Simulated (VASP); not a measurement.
Here is the system:

```
Ni3Si
1.0
    3.47252     0.00000     0.00000
    0.00000     3.47252     0.00000
    0.00000     0.00000     3.47252
Si Ni
1 3
Direct
  0.00000   0.00000   0.00000
  0.00000   0.50000   0.50000
  0.50000   0.00000   0.50000
  0.50000   0.50000   0.00000
```

Computed with vdW-DF-cx, VASP's PBE PAW potentials (set 64) (plane waves; VASP 6.6.1). Numerical set-up: 520 eV cut-off, 10×10×10 Γ-centred mesh, tetrahedra with Blöchl corrections, potentials Si Ni.

What does the run give for the energy per atom (σ→0), band gap (on the k-mesh) with the smallest direct gap where there is one?

```
Quantity                                                    Result
------------------------  ----------------------------------------
band gap (on the k-mesh)  none (metal, semimetal or under 0.01 eV)
energy per atom (σ→0)                               -3.870 eV/atom
```

The absolute energy has meaning only against runs of the same code, potentials and settings.

The compound is Ni3Si in the L1_2 structure. It was relaxed first. The run is not spin-polarised, so no magnetic state was tried.
